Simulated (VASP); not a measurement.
# In3SbTe4 (I422) in VASP: equation of state

Aim: energy against volume of In3SbTe4 in PBE, for its equilibrium volume and stiffness.

All numbers are computed with VASP 6.6.1; they aren't measurements. Logs are shortened: lines on timing, memory, paths and dates and some standing lists are left out, and cuts for length are marked.

## 1. The crystal as given

It takes space group I422 (No. 97, tetragonal). Conventional cell: a = 8.340 Å, b = 8.340 Å, c = 7.213 Å, α = 90.00°, β = 90.00°, γ = 90.00°. Around Te (site symmetry 2) lie 2 In at 2.89 Å. Sb (site symmetry 422) is surrounded by 8 Te at 3.53 Å and 2 In at 3.61 Å. Around In (site symmetry 222) lie 4 Te at 2.89 Å. In (site symmetry 422) has 8 Te at 3.53 Å and 2 Sb at 3.61 Å as nearest neighbours.

The cell comes from a database or a generator and needn't be the stable form of this composition.

## 2. Equation of state, PBE, 29.48 Å³/atom (volume scaled by 0.94)

The input, INCAR:

```
PREC = Accurate ; ENCUT = 520
EDIFF = 1E-7 ; ISMEAR = -1
SIGMA = 0.05 ; LREAL = F
LASPH = T ; NELM = 80
ALGO = Normal ; ISIF = 2
LWAVE = F ; LCHARG = F
GGA = PE ; NBANDS = 44
```

The input, KPOINTS:

```
regular mesh
0
Gamma
  5 5 5
```

The input, POSCAR:

```
In3SbTe4
1.0
   -4.0849867257      4.0849867257      3.5329429334
    4.0849867257     -4.0849867257      3.5329429334
    4.0849867257      4.0849867257     -3.5329429334
Te Sb In
4 1 3
Direct
    0.4409510000      0.5590490000      0.5000000000
    0.0590490000      0.9409510000      0.5000000000
    0.5590490000      0.0590490000      0.1180980000
    0.9409510000      0.4409510000      0.8819020000
    0.0000000000      0.0000000000      0.0000000000
    0.0000000000      0.5000000000      0.5000000000
    0.5000000000      0.0000000000      0.5000000000
    0.5000000000      0.5000000000      0.0000000000
```

Potentials or basis: VASP PAW PBE potentials, release 64 (Te, Sb, In_d).

Command:

```bash
$ cat potpaw_PBE.64/Te/POTCAR potpaw_PBE.64/Sb/POTCAR potpaw_PBE.64/In_d/POTCAR > POTCAR
$ mpirun -np 1 vasp_std > vasp.out
```

OUTCAR:

```text
PREC = Accurate
   ENCUT = 520
   EDIFF = 1E-7
   ISMEAR = -1
   LREAL = F
   LASPH = T
   NELM = 80
   ISIF = 2
   GGA = PE

 Found     18 irreducible k-points:

 Following reciprocal coordinates:
            Coordinates               Weight
  0.000000  0.000000  0.000000      1.000000
  0.200000  0.000000 -0.000000      8.000000
  0.400000  0.000000 -0.000000      8.000000
  0.200000  0.200000 -0.000000      8.000000
  0.400000  0.200000 -0.000000     16.000000
 -0.400000  0.200000  0.000000     16.000000
   k-points           NKPTS =     18   k-points in BZ     NKDIM =     18   number of bands    NBANDS=     44
   number of dos      NEDOS =    301   number of ions     NIONS =      8
   total plane-waves  NPLWV = 125000
   dimension x,y,z NGX =    50 NGY =   50 NGZ =   50
   dimension x,y,z NGXF=   100 NGYF=  100 NGZF=  100
   ions per type =               4   1   3
   NGX,Y,Z   is equivalent  to a cutoff of  12.28, 12.28, 12.28 a.u.
   NGXF,Y,Z  is equivalent  to a cutoff of  24.55, 24.55, 24.55 a.u.
 SYSTEM =  unknown system
   PREC   = accura    normal or accurate (medium, high low for compatibility)
   ISTART =      0    job   : 0-new  1-cont  2-samecut
   ICHARG =      2    charge: 1-file 2-atom 10-const
   ISPIN  =      1    spin polarized calculation?
   LNONCOLLINEAR =      F non collinear calculations
   LSORBIT =      F    spin-orbit coupling
   LASPH  =      T    aspherical Exc in radial PAW
   ENCUT  =  520.0 eV  38.22 Ry    6.18 a.u.  12.59 12.59 12.59*2*pi/ulx,y,z
   NELM   =     80;   NELMIN=  2; NELMDL= -5     # of ELM steps
   EDIFF  = 0.1E-06   stopping-criterion for ELM
   LREAL  =      F    real-space projection
   EDIFFG = 0.1E-05   stopping-criterion for IOM
   NSW    =      0    number of steps for IOM
   IBRION =     -1    ionic relax: 0-MD 1-quasi-New 2-CG
   NFREE  =      0    steps in history (QN), initial steepest desc. (CG)
   ISIF   =      2    stress and relaxation
   ISYM   =      2    0-nonsym 1-usesym 2-fastsym
   POTIM  = 0.5000    time-step for ionic-motion
   TEBEG  =    0.0;   TEEND  =   0.0 temperature during run
   PSTRESS=    0.0 pullay stress
   NELECT =      68.0000    total number of electrons
   NUPDOWN=      -1.0000    fix difference up-down
   EMIN   =  10.00;   EMAX   =-10.00  energy-range for DOS
   EFERMI =   0.00;   METHOD = LEGACY
   ISMEAR =    -1;   SIGMA  =   0.05  broadening in eV -4-tet -1-fermi 0-gaus
   EFERMI_NEDOS =   21; number of points for ismear=-14 and -15
   IALGO  =     38    algorithm
   IMIX   =      4    mixing-type and parameters
     AMIX     =   0.40;   BMIX     =  1.00
     AMIX_MAG =   1.60;   BMIX_MAG =  1.00
  volume/ion in A,a.u.               =      29.48       198.92
  Fermi-wavevector in a.u.,A,eV,Ry     =   1.081563  2.043858 15.915804  1.169779
  Thomas-Fermi vector in A             =   2.217583
   LORBIT       =      0    0 simple, 1 ext, 2 COOP (PROOUT), +10 PAW based schemes
   GGA     = PE    functional components
   LHFCALC =     F    Hartree Fock is set to
   AEXX    =    0.0000 exact exchange contribution
   IVDW    =     0    specifies the selected vdW correction
   LEPSILON=     F    determine dielectric tensor
   LRPA    =     F    only Hartree local field effects (RPA)
 non-spin polarized calculation
  energy-cutoff  :      520.00
  volume of cell :      235.82
 maximum number of plane-waves:      6383
 NGX is ok and might be reduce to    50
   NGX = 25   NGY = 25   NGZ = 25

 number of electron      68.0000008 magnetization

 Free energy of the ion-electron system (eV)
  ---------------------------------------------------
  ext. energy  EPLUGINS =         0.00000000
  ---------------------------------------------------
  free energy    TOTEN  =       -25.17395130 eV

  energy without entropy =      -25.15516956  energy(sigma->0) =      -25.16456043

 E-fermi :   7.0989     XC(G=0):  -9.7026

 val. band max:        7.0255078436   @ k =  -0.4000   0.4000   0.2000
 cond. band min:       7.1115319541   @ k =   0.4000   0.4000  -0.0000
 fundamental gap:      0.0860241105
 Fermi energy:         7.0988860223

 k-point     1 :       0.0000    0.0000    0.0000
  band No.  band energies     occupation
      1      -8.1261      2.00000
      2      -8.1261      2.00000
      3      -8.0615      2.00000
      4      -8.0450      2.00000
      5      -7.9537      2.00000
      6      -7.9381      2.00000
[... 36 lines left out ...]
     43      11.7202      0.00000
     44      11.8963      0.00000

 k-point     2 :       0.2000    0.0000   -0.0000
  band No.  band energies     occupation
      1      -8.1158      2.00000
      2      -8.1139      2.00000
      3      -8.0410      2.00000
      4      -8.0357      2.00000
      5      -7.9600      2.00000
      6      -7.9506      2.00000
[... 36 lines left out ...]
     43      11.5788      0.00000
     44      11.7214      0.00000

 k-point     3 :       0.4000    0.0000   -0.0000
  band No.  band energies     occupation
      1      -8.0942      2.00000
      2      -8.0897      2.00000
      3      -8.0135      2.00000
      4      -8.0001      2.00000
      5      -7.9752      2.00000
      6      -7.9698      2.00000
[... 36 lines left out ...]
     43      11.0096      0.00000
     44      11.2304      0.00000

 k-point     4 :       0.2000    0.2000   -0.0000
  band No.  band energies     occupation
      1      -8.0949      2.00000
      2      -8.0903      2.00000
      3      -8.0168      2.00000
      4      -7.9987      2.00000
      5      -7.9749      2.00000
      6      -7.9695      2.00000
[... 36 lines left out ...]
     43      10.7091      0.00000
     44      11.3925      0.00000

 k-point     5 :       0.4000    0.2000   -0.0000
  band No.  band energies     occupation
      1      -8.0935      2.00000
      2      -8.0883      2.00000
      3      -8.0081      2.00000
      4      -8.0025      2.00000
      5      -7.9757      2.00000
      6      -7.9701      2.00000
[... 36 lines left out ...]
     43      10.6441      0.00000
     44      11.0291      0.00000

 k-point     6 :      -0.4000    0.2000    0.0000
  band No.  band energies     occupation
      1      -8.1151      2.00000
      2      -8.1103      2.00000
      3      -8.0411      2.00000
      4      -8.0289      2.00000
      5      -7.9624      2.00000
      6      -7.9513      2.00000
[... 36 lines left out ...]
     43      11.0619      0.00000
     44      11.6418      0.00000

 [... further k-points ...]

------------------------ aborting loop because EDIFF is reached ----------------------------------------

  FORCE on cell =-STRESS in cart. coord.  units (eV):
  Direction    XX          YY          ZZ          XY          YZ          ZX
  --------------------------------------------------------------------------------------
  -------------------------------------------------------------------------------------
  Total        4.0371697      4.0371697      5.6571836      0.0000000     -0.0000000      0.0000000
  in kB       27.4289811     27.4289811     38.4355361      0.0000000     -0.0000000      0.0000000
  external PRESSURE =      31.0978328 kB  Pullay stress =       0.0000000 kB

 VOLUME and BASIS-vectors are now :
 -----------------------------------------------------------------------------
  energy-cutoff  :      520.00
  volume of cell :      235.82
      direct lattice vectors                 reciprocal lattice vectors
    -4.084986726  4.084986726  3.532942933     0.000000000  0.122399419  0.141525071
     4.084986726 -4.084986726  3.532942933     0.122399419  0.000000000  0.141525071
     4.084986726  4.084986726 -3.532942933     0.122399419  0.122399419  0.000000000

 POSITION                                       TOTAL-FORCE (eV/Angst)
 -----------------------------------------------------------------------------------
      2.52492      1.56006      1.76647        -0.349986      0.349986      0.000000
      5.64505     -1.56006      1.76647         0.349986     -0.349986      0.000000
     -1.56006      2.52492      1.76647        -0.349986     -0.349986      0.000000
      1.56006      5.64505      1.76647         0.349986      0.349986     -0.000000
      0.00000      0.00000      0.00000         0.000000     -0.000000     -0.000000
      4.08499      0.00000      0.00000         0.000000     -0.000000     -0.000000
      0.00000      4.08499      0.00000        -0.000000     -0.000000     -0.000000
      0.00000      0.00000      3.53294         0.000000     -0.000000     -0.000000
 -----------------------------------------------------------------------------------
    total drift:                                0.000000     -0.000000     -0.000000

  FREE ENERGIE OF THE ION-ELECTRON SYSTEM (eV)
  ---------------------------------------------------
  free  energy   TOTEN  =       -25.1739512974 eV

  energy  without entropy=      -25.1551695639  energy(sigma->0) =      -25.16456043
```

Wall time 2.5 min (1 thread of Intel Xeon 6975P-C (Granite Rapids), shared host); peak memory 0.44 GiB.

Results:

* Free energy: -25.1740 eV
* Pressure: 3.1 GPa
* Largest force: 0.495 eV/Å
* Band gap on the k mesh: none (metal or under the smearing width)

## 3. Equation of state, PBE, 30.10 Å³/atom (volume scaled by 0.96)

The input, INCAR:

```
ALGO = Normal
EDIFF = 1E-7
ENCUT = 520
GGA = PE
ISIF = 2
ISMEAR = -1
LASPH = T
LCHARG = F
LREAL = F
LWAVE = F
NBANDS = 44
NELM = 100
PREC = Accurate
SIGMA = 0.05
```

The input, KPOINTS:

```
k-points
0
Gamma
  5 5 5
```

POSCAR, as its differences from that of step 2:

```diff
@@ -2,5 +2,5 @@
 1.0
-   -4.0849867257      4.0849867257      3.5329429334
-    4.0849867257     -4.0849867257      3.5329429334
-    4.0849867257      4.0849867257     -3.5329429334
+   -4.1137551857      4.1137551857      3.5578236329
+    4.1137551857     -4.1137551857      3.5578236329
+    4.1137551857      4.1137551857     -3.5578236329
 Te Sb In
```

Potentials or basis: VASP PAW PBE potentials, release 64 (Te, Sb, In_d).

Command:

```bash
$ cat potpaw_PBE.64/Te/POTCAR potpaw_PBE.64/Sb/POTCAR potpaw_PBE.64/In_d/POTCAR > POTCAR
$ mpirun -np 1 vasp_std > vasp.out
```

Wall time 3.2 min (1 thread of Intel Xeon 6975P-C (Granite Rapids), shared host); peak memory 0.5 GiB.

The run converged. Its results:

* Free energy: -25.2545 eV
* Pressure: 2.0 GPa
* Largest force: 0.362 eV/Å
* Band gap on the k mesh: none (metal or under the smearing width)

## 4. Equation of state, PBE, 30.73 Å³/atom (volume scaled by 0.98)

The input, INCAR:

```
SYSTEM = In3SbTe4
  ALGO = Normal
  EDIFF = 1E-7
  ENCUT = 520
  GGA = PE
  ISIF = 2
  ISMEAR = -1
  LASPH = .TRUE.
  LCHARG = .FALSE.
  LREAL = .FALSE.
  LWAVE = .FALSE.
  NBANDS = 44
  NELM = 100
  PREC = Accurate
  SIGMA = 0.05
```

The input, KPOINTS:

```
k-points
0
G
  5 5 5
  0 0 0
```

POSCAR, as its differences from that of step 3:

```diff
@@ -2,5 +2,5 @@
 1.0
-   -4.1137551857      4.1137551857      3.5578236329
-    4.1137551857     -4.1137551857      3.5578236329
-    4.1137551857      4.1137551857     -3.5578236329
+   -4.1421268077      4.1421268077      3.5823611230
+    4.1421268077     -4.1421268077      3.5823611230
+    4.1421268077      4.1421268077     -3.5823611230
 Te Sb In
```

Command:

```bash
$ cat potpaw_PBE.64/Te/POTCAR potpaw_PBE.64/Sb/POTCAR potpaw_PBE.64/In_d/POTCAR > POTCAR
$ mpirun -np 1 vasp_std > vasp.out
```

Wall time 3.4 min (1 thread of Intel Xeon 6975P-C (Granite Rapids), shared host); peak memory 0.49 GiB.

The run converged. Its results:

* Free energy: -25.3026 eV
* Pressure: 1.0 GPa
* Largest force: 0.241 eV/Å
* Band gap on the k mesh: none (metal or under the smearing width)

## 5. Equation of state, PBE, 31.99 Å³/atom (volume scaled by 1.02)

INCAR, as its differences from that of step 4:

```diff
@@ -12,3 +12,3 @@
   NBANDS = 44
-  NELM = 100
+  NELM = 80
   PREC = Accurate
```

KPOINTS is that of step 4.

POSCAR, as its differences from that of step 4:

```diff
@@ -2,5 +2,5 @@
 1.0
-   -4.1421268077      4.1421268077      3.5823611230
-    4.1421268077     -4.1421268077      3.5823611230
-    4.1421268077      4.1421268077     -3.5823611230
+   -4.1977324605      4.1977324605      3.6304522458
+    4.1977324605     -4.1977324605      3.6304522458
+    4.1977324605      4.1977324605     -3.6304522458
 Te Sb In
```

Command:

```bash
$ cat potpaw_PBE.64/Te/POTCAR potpaw_PBE.64/Sb/POTCAR potpaw_PBE.64/In_d/POTCAR > POTCAR
$ mpirun -np 1 vasp_std > vasp.out
```

It took 3.6 min on 1 thread of Intel Xeon 6975P-C (Granite Rapids), shared host; peak memory 0.5 GiB.

It converged, with:

* Free energy: -25.3150 eV
* Pressure: -0.6 GPa
* Largest force: 0.028 eV/Å
* Band gap on the k mesh: none (metal or under the smearing width)

## 6. Equation of state, PBE, 32.61 Å³/atom (volume scaled by 1.04)

The input, INCAR:

```
  PREC = Accurate
  ENCUT = 520
  EDIFF = 1E-7
  ISMEAR = -1
  SIGMA = 0.05
  LREAL = F
  LASPH = T
  NELM = 100
  ALGO = Normal
  ISIF = 2
  LWAVE = F
  LCHARG = F
  GGA = PE
  NBANDS = 44
```

The input, KPOINTS:

```
Automatic mesh
0
Gamma
  5 5 5
```

POSCAR, as its differences from that of step 5:

```diff
@@ -2,5 +2,5 @@
 1.0
-   -4.1977324605      4.1977324605      3.6304522458
-    4.1977324605     -4.1977324605      3.6304522458
-    4.1977324605      4.1977324605     -3.6304522458
+   -4.2249912273      4.2249912273      3.6540272716
+    4.2249912273     -4.2249912273      3.6540272716
+    4.2249912273      4.2249912273     -3.6540272716
 Te Sb In
```

Potentials or basis: VASP PAW PBE potentials, release 64 (Te, Sb, In_d).

Command:

```bash
$ cat potpaw_PBE.64/Te/POTCAR potpaw_PBE.64/Sb/POTCAR potpaw_PBE.64/In_d/POTCAR > POTCAR
$ mpirun -np 1 vasp_std > vasp.out
```

Wall time 3.5 min (1 thread of Intel Xeon 6975P-C (Granite Rapids), shared host); peak memory 0.5 GiB.

It converged, with:

```
Free energy            : -25.2854 eV
Pressure               : -1.3 GPa
Largest force          : 0.064 eV/Å
Band gap on the k mesh : none (metal or under the smearing width)
```

## 7. Equation of state, PBE, 33.24 Å³/atom (volume scaled by 1.06)

The input, INCAR:

```
PREC = Accurate ; ENCUT = 520
EDIFF = 1E-7 ; ISMEAR = -1
SIGMA = 0.05 ; LREAL = False
LASPH = True ; NELM = 80
ALGO = Normal ; ISIF = 2
LWAVE = False ; LCHARG = False
GGA = PE ; NBANDS = 44
```

The input, KPOINTS:

```
regular mesh
0
Gamma
  5 5 5
```

POSCAR, as its differences from that of step 6:

```diff
@@ -2,5 +2,5 @@
 1.0
-   -4.2249912273      4.2249912273      3.6540272716
-    4.2249912273     -4.2249912273      3.6540272716
-    4.2249912273      4.2249912273     -3.6540272716
+   -4.2519027250      4.2519027250      3.6773019581
+    4.2519027250     -4.2519027250      3.6773019581
+    4.2519027250      4.2519027250     -3.6773019581
 Te Sb In
```

Command:

```bash
$ cat potpaw_PBE.64/Te/POTCAR potpaw_PBE.64/Sb/POTCAR potpaw_PBE.64/In_d/POTCAR > POTCAR
$ mpirun -np 1 vasp_std > vasp.out
```

Wall time 3.3 min (1 thread of Intel Xeon 6975P-C (Granite Rapids), shared host); peak memory 0.5 GiB.

The run converged. Its results:

* Free energy: -25.2355 eV
* Pressure: -1.9 GPa
* Largest force: 0.150 eV/Å
* Band gap on the k mesh: none (metal or under the smearing width)

## 8. Equation of state, PBE

No new run: the results of the series are fitted here.

What came out:

| Property | Result |
| --- | --- |
| Equilibrium volume | 31.50 Å³/atom |
| Bulk modulus at fixed shape and positions | 40 GPa |
| Pressure derivative of the bulk modulus | 4.8 |

Energy against volume, from the lowest point:
```csv
volume (Å³/atom),energy (meV/atom)
29.477,18.47
30.104,8.40
30.732,2.39
31.359,0.00
31.986,0.83
32.613,4.53
33.240,10.78
```

Caveat: the cell was scaled at fixed shape and fractional positions, which overstates the stiffness of a crystal with free parameters, most of all of layers and chains.
